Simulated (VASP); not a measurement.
Consider the following.

```yaml
crystal:
  lattice:
    - [4.78026, 0.00000, 0.00000]
    - [0.00000, 4.78026, 0.00000]
    - [0.00000, 0.00000, 4.78026]
  atoms:
    - { symbol: Ag, position: [0.75000, 0.25000, 0.75000] }
    - { symbol: Ag, position: [0.25000, 0.75000, 0.75000] }
    - { symbol: Ag, position: [0.75000, 0.75000, 0.25000] }
    - { symbol: Ag, position: [0.25000, 0.25000, 0.25000] }
    - { symbol: O, position: [0.00000, 0.00000, 0.00000] }
    - { symbol: O, position: [0.50000, 0.50000, 0.50000] }
```

All values below come from optB88-vdW, VASP's PBE PAW potentials (set 64) (plane waves; VASP). Run with 520 eV cut-off, Gaussian smearing of 0.050 eV, potentials Ag O.

Give the energies of bands 18 to 31 at the high-symmetry points, in eV from the valence-band maximum.

| band | Γ | X | M | R |
|---|---|---|---|---|
| 18 | -2.87 | -2.99 | -3.17 | -2.88 |
| 19 | -2.87 | -2.85 | -2.95 | -2.88 |
| 20 | -2.68 | -2.85 | -2.95 | -2.67 |
| 21 | -2.68 | -2.64 | -2.83 | -2.67 |
| 22 | -2.68 | -2.64 | -2.83 | -2.67 |
| 23 | -2.53 | -2.47 | -1.88 | -2.60 |
| 24 | -2.53 | -2.47 | -1.88 | -2.60 |
| 25 | -2.53 | -1.50 | -1.51 | -1.71 |
| 26 | 0.00 | -1.50 | -1.51 | -0.66 |
| 27 | 0.00 | -0.44 | -0.77 | -0.66 |
| 28 | 0.00 | -0.44 | -0.77 | -0.66 |
| 29 | 0.05 | 2.10 | 2.19 | 2.75 |
| 30 | 2.24 | 2.10 | 2.19 | 2.75 |
| 31 | 2.24 | 4.83 | 3.75 | 2.75 |

The gap is direct, 0.05 eV, from the valence maximum at Γ to the conduction minimum at Γ.

The compound is Ag2O in the cuprite structure. It was relaxed first.
